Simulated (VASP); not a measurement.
Calculation: r2SCAN meta-GGA, VASP's PBE PAW potentials (set 64) (plane waves; VASP).

VASP ran on this input.

File POSCAR:
```
LaB6
1.0
  4.1305257375   0.0000000000   0.0000000000
  0.0000000000   4.1305257375   0.0000000000
  0.0000000000   0.0000000000   4.1305257375
La B
1 6
Cart
  0.0000000000   0.0000000000   0.0000000000
  3.3061192402   2.0652628688   2.0652628688
  2.0652628688   0.8244064973   2.0652628688
  2.0652628688   3.3061192402   2.0652628688
  0.8244064973   2.0652628688   2.0652628688
  2.0652628688   2.0652628688   3.3061192402
  2.0652628688   2.0652628688   0.8244064973
```

INCAR:
```
ALGO = Normal
EDIFF = 1E-6
EDIFFG = -0.02
ENCUT = 520
IBRION = 2
ISIF = 3
ISMEAR = 1
LASPH = .TRUE.
LCHARG = .FALSE.
LMAXMIX = 6
LMIXTAU = .TRUE.
LREAL = .FALSE.
LWAVE = .FALSE.
METAGGA = R2SCAN
NELM = 100
NSW = 60
PREC = Accurate
SIGMA = 0.1
SYSTEM = LaB6
```

### KPOINTS
```
Regular mesh
0
gamma
  7 7 7
0 0 0
```

POTCAR, in this order: La B (PBE.64 set). Program: vasp_std.

The run wrote:

OUTCAR:
```
 ion  position               nearest neighbor table
   1  0.000  0.000  0.000-
   2  0.800  0.500  0.500-   5 1.65   4 1.75   3 1.75   6 1.75   7 1.75
   3  0.500  0.200  0.500-   4 1.65   2 1.75   5 1.75   6 1.75   7 1.75
   4  0.500  0.800  0.500-   3 1.65   2 1.75   5 1.75   6 1.75   7 1.75
   5  0.200  0.500  0.500-   2 1.65   3 1.75   4 1.75   6 1.75   7 1.75
   6  0.500  0.500  0.800-   7 1.65   3 1.75   4 1.75   5 1.75   2 1.75
   7  0.500  0.500  0.200-   6 1.65   3 1.75   4 1.75   5 1.75   2 1.75
  LATTYP: Found a simple cubic cell.
 ALAT       =     4.1305257375
 Subroutine PRICEL returns:
 Original cell was already a primitive cell.
 Subroutine GETGRP returns: Found 48 space group operations
The static configuration has the point symmetry O_h .
The dynamic configuration has the point symmetry O_h .
 Subroutine INISYM returns: Found 48 space group operations
 Subroutine IBZKPT returns following result:
 Found     20 irreducible k-points:

 Following reciprocal coordinates:
            Coordinates               Weight
  0.000000  0.000000  0.000000      1.000000
  0.142857  0.000000  0.000000      6.000000
  0.285714  0.000000  0.000000      6.000000
  0.428571  0.000000  0.000000      6.000000
  0.142857  0.142857  0.000000     12.000000
  0.285714  0.142857  0.000000     24.000000
  0.428571  0.142857  0.000000     24.000000
  0.285714  0.285714  0.000000     12.000000
  0.428571  0.285714  0.000000     24.000000
  0.428571  0.428571  0.000000     12.000000
  0.142857  0.142857  0.142857      8.000000
  0.285714  0.142857  0.142857     24.000000
  0.428571  0.142857  0.142857     24.000000
  0.285714  0.285714  0.142857     24.000000
  0.428571  0.285714  0.142857     48.000000
  0.428571  0.428571  0.142857     24.000000
  0.285714  0.285714  0.285714      8.000000
  0.428571  0.285714  0.285714     24.000000
  0.428571  0.428571  0.285714     24.000000
  0.428571  0.428571  0.428571      8.000000
   k-points           NKPTS =     20   k-points in BZ     NKDIM =     20   number of bands    NBANDS=     18
   number of dos      NEDOS =    301   number of ions     NIONS =      7
   total plane-waves  NPLWV =  32768
   dimension x,y,z NGX =    32 NGY =   32 NGZ =   32
   dimension x,y,z NGXF=    64 NGYF=   64 NGZF=   64
   ions per type =               1   6
   PREC   = accura    normal or accurate (medium, high low for compatibility)
   ISTART =      0    job   : 0-new  1-cont  2-samecut
   ICHARG =      2    charge: 1-file 2-atom 10-const
   ISPIN  =      1    spin polarized calculation?
   LNONCOLLINEAR =      F non collinear calculations
   LSORBIT =      F    spin-orbit coupling
   INIWAV =      1    electr: 0-lowe 1-rand  2-diag
   ENCUT  =  520.0 eV  38.22 Ry    6.18 a.u.   7.68  7.68  7.68*2*pi/ulx,y,z
   NELM   =    100;   NELMIN=  2; NELMDL= -5     # of ELM steps
   EDIFF  = 0.1E-05   stopping-criterion for ELM
   LREAL  =      F    real-space projection
   NLSPLINE    = F    spline interpolate recip. space projectors
   LMAXMIX     =    6 max onsite mixed and CHGCAR
   VOSKOWN=      0    Vosko Wilk Nusair interpolation
   EDIFFG = -.2E-01   stopping-criterion for IOM
   NSW    =     60    number of steps for IOM
   NBLOCK =      1;   KBLOCK =     60    inner block; outer block
   IBRION =      2    ionic relax: 0-MD 1-quasi-New 2-CG
   NFREE  =      1    steps in history (QN), initial steepest desc. (CG)
   ISIF   =      3    stress and relaxation
   ISYM   =      2    0-nonsym 1-usesym 2-fastsym
   TEIN   =    0.0    initial temperature
   TEBEG  =    0.0;   TEEND  =   0.0 temperature during run
   SMASS  =  -3.00    Nose mass-parameter (am)
   PSTRESS=    0.0 pullay stress
   NELECT =      29.0000    total number of electrons
   EFERMI =   0.00;   METHOD = LEGACY
   ISMEAR =     1;   SIGMA  =   0.10  broadening in eV -4-tet -1-fermi 0-gaus
...
```

**OSZICAR**
```
       N       E                     dE             d eps       ncg     rms          rms(c)
DAV:   1     0.210569341806E+03    0.21057E+03   -0.11683E+04   728   0.212E+03
DAV:   2    -0.440987607731E+02   -0.25467E+03   -0.24495E+03   976   0.344E+02
DAV:   3    -0.857894175173E+02   -0.41691E+02   -0.36011E+02  1090   0.187E+02
DAV:   4    -0.878177073431E+02   -0.20283E+01   -0.20214E+01  1270   0.381E+01
DAV:   5    -0.878939942233E+02   -0.76287E-01   -0.75794E-01  1136   0.606E+00    0.943E+00
DAV:   6    -0.779360672707E+02    0.99579E+01   -0.95244E+00  1084   0.223E+01    0.525E+00
DAV:   7    -0.775712714117E+02    0.36480E+00   -0.37927E+00  1238   0.188E+01    0.182E+00
DAV:   8    -0.779687170310E+02   -0.39745E+00   -0.15111E+00  1114   0.129E+01    0.134E+00
DAV:   9    -0.776686714652E+02    0.30005E+00   -0.37369E-01  1406   0.711E+00    0.815E-01
DAV:  10    -0.781713651173E+02   -0.50269E+00   -0.34414E-01  1084   0.625E+00    0.398E-01
DAV:  11    -0.781635563113E+02    0.78088E-02   -0.26847E-02  1286   0.186E+00    0.256E-01
DAV:  12    -0.781799966769E+02   -0.16440E-01   -0.29914E-02  1118   0.133E+00    0.635E-02
DAV:  13    -0.781799200138E+02    0.76663E-04   -0.22951E-03  1408   0.576E-01    0.415E-02
DAV:  14    -0.781804873575E+02   -0.56734E-03   -0.14690E-03   994   0.287E-01    0.175E-02
DAV:  15    -0.781804464901E+02    0.40867E-04   -0.24959E-04  1036   0.205E-01    0.619E-03
DAV:  16    -0.781805818857E+02   -0.13540E-03   -0.79103E-05  1086   0.117E-01    0.335E-03
DAV:  17    -0.781805857694E+02   -0.38837E-05   -0.38886E-06  1056   0.220E-02    0.308E-03
DAV:  18    -0.781805862859E+02   -0.51652E-06   -0.20957E-07   514   0.658E-03
   1 F= -.78180586E+02 E0= -.78179328E+02  d E =-.781806E+02
       N       E                     dE             d eps       ncg     rms          rms(c)
DAV:   1    -0.782210181136E+02   -0.40432E-01   -0.17253E+00  1028   0.137E+01    0.114E+00
DAV:   2    -0.781896759399E+02    0.31342E-01   -0.18407E-01  1230   0.573E+00    0.429E-01
DAV:   3    -0.781857233991E+02    0.39525E-02   -0.16647E-02  1142   0.128E+00    0.134E-01
DAV:   4    -0.781859361267E+02   -0.21273E-03   -0.12116E-02  1308   0.892E-01    0.108E-01
DAV:   5    -0.781853594616E+02    0.57667E-03   -0.55329E-03  1090   0.719E-01    0.480E-02
DAV:   6    -0.781856952883E+02   -0.33583E-03   -0.15976E-03  1220   0.361E-01    0.272E-02
DAV:   7    -0.781859322959E+02   -0.23701E-03   -0.34689E-04  1148   0.152E-01    0.229E-02
DAV:   8    -0.781859225070E+02    0.97890E-05   -0.30773E-05  1310   0.634E-02    0.170E-02
DAV:   9    -0.781859253957E+02   -0.28887E-05   -0.19235E-05  1110   0.388E-02    0.133E-02
DAV:  10    -0.781859262504E+02   -0.85469E-06   -0.31876E-06   820   0.176E-02
   2 F= -.78185926E+02 E0= -.78184650E+02  d E =-.533996E-02
       N       E                     dE             d eps       ncg     rms          rms(c)
DAV:   1    -0.781967379184E+02   -0.10813E-01   -0.29029E-01  1022   0.573E+00    0.449E-01
DAV:   2    -0.781916515688E+02    0.50863E-02   -0.22653E-02  1214   0.208E+00    0.195E-01
DAV:   3    -0.781906392822E+02    0.10123E-02   -0.49764E-03  1110   0.757E-01    0.379E-02
DAV:   4    -0.781904295651E+02    0.20972E-03   -0.11243E-03  1380   0.312E-01    0.167E-02
DAV:   5    -0.781907216232E+02   -0.29206E-03   -0.83400E-04  1108   0.238E-01    0.134E-02
DAV:   6    -0.781907578004E+02   -0.36177E-04   -0.13967E-04  1254   0.117E-01    0.868E-03
DAV:   7    -0.781907833529E+02   -0.25553E-04   -0.22147E-05  1246   0.374E-02    0.572E-03
DAV:   8    -0.781907855027E+02   -0.21498E-05   -0.11941E-05  1220   0.288E-02    0.247E-03
DAV:   9    -0.781907877114E+02   -0.22087E-05   -0.23787E-06   780   0.166E-02    0.105E-03
DAV:  10    -0.781907873631E+02    0.34828E-06   -0.50303E-07   636   0.148E-02
   3 F= -.78190787E+02 E0= -.78189519E+02  d E =-.102011E-01
       N       E                     dE             d eps       ncg     rms          rms(c)
DAV:   1    -0.781905602970E+02    0.22741E-03   -0.49501E-02   794   0.142E+00    0.740E-02
DAV:   2    -0.781905914530E+02   -0.31156E-04   -0.22242E-03  1106   0.544E-01    0.441E-02
DAV:   3    -0.781905001889E+02    0.91264E-04   -0.63622E-04   896   0.163E-01    0.105E-02
DAV:   4    -0.781905044527E+02   -0.42639E-05   -0.13545E-04  1040   0.937E-02    0.802E-03
DAV:   5    -0.781905070458E+02   -0.25930E-05   -0.26108E-05   928   0.433E-02    0.233E-03
DAV:   6    -0.781905158267E+02   -0.87809E-05   -0.66016E-06   884   0.211E-02    0.826E-04
DAV:   7    -0.781905159831E+02   -0.15644E-06   -0.44231E-07   460   0.828E-03
   4 F= -.78190516E+02 E0= -.78189195E+02  d E =0.271380E-03
       N       E                     dE             d eps       ncg     rms          rms(c)
DAV:   1    -0.781909261481E+02   -0.41032E-03   -0.20215E-02   796   0.907E-01    0.472E-02
DAV:   2    -0.781909382611E+02   -0.12113E-04   -0.90748E-04  1122   0.347E-01    0.282E-02
DAV:   3    -0.781909002592E+02    0.38002E-04   -0.26477E-04   888   0.104E-01    0.713E-03
DAV:   4    -0.781909036442E+02   -0.33850E-05   -0.60822E-05  1040   0.639E-02    0.541E-03
DAV:   5    -0.781909085421E+02   -0.48979E-05   -0.93217E-06   922   0.262E-02    0.142E-03
DAV:   6    -0.781909112811E+02   -0.27391E-05   -0.16038E-06   506   0.111E-02    0.436E-04
DAV:   7    -0.781909112606E+02    0.20514E-07   -0.24018E-07   420   0.101E-02
   5 F= -.78190911E+02 E0= -.78189624E+02  d E =-.123897E-03
```

OUTCAR:
```
------------------------ aborting loop because EDIFF is reached ----------------------------------------
  FORCE on cell =-STRESS in cart. coord.  units (eV):
  Direction    XX          YY          ZZ          XY          YZ          ZX
  --------------------------------------------------------------------------------------
  Total        0.0029685      0.0029685      0.0029685     -0.0000000      0.0000000     -0.0000000
  in kB        0.0664203      0.0664203      0.0664203     -0.0000000      0.0000000     -0.0000000
  external PRESSURE =       0.0664203 kB  Pullay stress =       0.0000000 kB
  volume of cell :       71.61
      direct lattice vectors                 reciprocal lattice vectors
     4.152576535  0.000000000 -0.000000000     0.240814345  0.000000000 -0.000000000
    -0.000000000  4.152576535  0.000000000    -0.000000000  0.240814345 -0.000000000
     0.000000000  0.000000000  4.152576535     0.000000000 -0.000000000  0.240814345
 POSITION                                       TOTAL-FORCE (eV/Angst)
 -----------------------------------------------------------------------------------
      0.00000      0.00000      4.15258        -0.000000      0.000000      0.000000
      3.32271      2.07629      2.07629         0.000240      0.000000     -0.000000
      2.07629      0.82986      2.07629         0.000000     -0.000240     -0.000000
      2.07629      3.32271      2.07629        -0.000000      0.000240      0.000000
      0.82986      2.07629      2.07629        -0.000240     -0.000000      0.000000
      2.07629      2.07629      3.32271         0.000000      0.000000      0.000240
      2.07629      2.07629      0.82986        -0.000000     -0.000000     -0.000240
 -----------------------------------------------------------------------------------
    total drift:                                0.000000     -0.000000      0.000000
  FREE ENERGIE OF THE ION-ELECTRON SYSTEM (eV)
  ---------------------------------------------------
  free  energy   TOTEN  =       -78.1909112606 eV

  energy  without entropy=      -78.1870501463  energy(sigma->0) =      -78.18962422

 reached required accuracy - stopping structural energy minimisation
```
(Selected blocks of OUTCAR.)

**CONTCAR**
```
LaB6
   1.00000000000000
     4.1525765346967871    0.0000000000000000   -0.0000000000000000
    -0.0000000000000000    4.1525765346967871    0.0000000000000000
     0.0000000000000000    0.0000000000000000    4.1525765346967871
  La              B
     1     6
Direct
     0.0000000000000000    0.0000000000000000    1.0000000000000000
     0.8001572529978742    0.5000000000000000    0.5000000000000000
     0.5000000000000000    0.1998427470021258    0.5000000000000000
     0.5000000000000000    0.8001572529978742    0.5000000000000000
     0.1998427470021258    0.5000000000000000    0.5000000000000000
     0.5000000000000000    0.5000000000000000    0.8001572529978742
     0.5000000000000000    0.5000000000000000    0.1998427470021258
```

The compound is LaB6 in the cab6 structure. This run relaxes it. Symmetry was kept, so distortions that lower it aren't found. The start is the result of an earlier pass. The electron count is odd and the run is not spin-polarised, which forces a metal.
